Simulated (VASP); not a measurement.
Crystal: Si5Ge3.

```
Si Ge
1.0
     5.43562    0.00000    0.00000
     0.00000    5.43562    0.00000
     0.00000    0.00000   11.17286
Si Ge
10 6
Cartesian
  0.0000 0.0000 0.0000
  0.0000 2.7178 2.7932
  4.0767 1.3589 4.1898
  4.0767 4.0767 1.3966
  0.0000 2.7178 8.3796
  2.7178 0.0000 8.3796
  2.7178 2.7178 5.5864
  1.3589 1.3589 6.9830
  1.3589 4.0767 9.7763
  4.0767 1.3589 9.7763
  2.7178 0.0000 2.7932
  2.7178 2.7178 0.0000
  1.3589 1.3589 1.3966
  1.3589 4.0767 4.1898
  0.0000 0.0000 5.5864
  4.0767 4.0767 6.9830
```

The cell comes from a database or a generator and needn't be the stable form of this composition.

```yaml
Program: VASP 6.6.1
Task: relaxation of the atoms
Functional: PBEsol
Potentials_or_basis: VASP PAW PBE potentials, release 64 (Si, Ge_d)
Cutoff: 400 eV
k_mesh: 6 × 6 × 3
Occupations: gaussian, width 0.02 eV
Spin: no spin polarisation
```

At the start: pressure 1.3 GPa; volume 20.63 Å³/atom.

Task: Where does the relaxation end?

Result: Over 8 steps the energy falls by 8.8 meV/atom; space group C2 (No. 5, to 0.05 Å).

The path:
```tsv
step	energy change (eV)	largest force (eV/Å)	pressure (GPa)
1	0.0000	0.5380	1.28
2	-0.1133	0.2084	1.23
3	-0.1318	0.1551	1.23
4	-0.1375	0.0582	1.24
5	-0.1380	0.0640	1.24
6	-0.1396	0.0343	1.24
7	-0.1397	0.0367	1.24
8	-0.1401	0.0056	1.25
```

Final structure:
```cif
data_structure
_symmetry_space_group_name_H-M 'P 1'
_symmetry_Int_Tables_number 1
_cell_length_a 5.4356
_cell_length_b 5.4356
_cell_length_c 11.1729
_cell_angle_alpha 90.000
_cell_angle_beta 90.000
_cell_angle_gamma 90.000
_cell_volume 330.11
loop_
_atom_site_label
_atom_site_type_symbol
_atom_site_fract_x
_atom_site_fract_y
_atom_site_fract_z
_atom_site_occupancy
Si1 Si 0.99689 0.99576 0.99714 1
Si2 Si 0.99306 0.50065 0.24946 1
Si3 Si 0.74935 0.25694 0.37554 1
Si4 Si 0.75669 0.75048 0.12340 1
Si5 Si 0.00412 0.49692 0.75180 1
Si6 Si 0.49605 0.00307 0.75182 1
Si7 Si 0.49952 0.49331 0.50160 1
Si8 Si 0.25424 0.25311 0.62786 1
Si9 Si 0.24693 0.75395 0.87318 1
Si10 Si 0.75308 0.24588 0.87320 1
Ge1 Ge 0.50732 0.99961 0.24949 1
Ge2 Ge 0.50335 0.50424 0.99711 1
Ge3 Ge 0.24266 0.24941 0.12351 1
Ge4 Ge 0.25039 0.74268 0.37551 1
Ge5 Ge 0.00059 0.00734 0.50149 1
Ge6 Ge 0.74576 0.74665 0.62789 1
```

Caveat: the PAW data sets were made with another functional, which shifts forces and pressure a little.
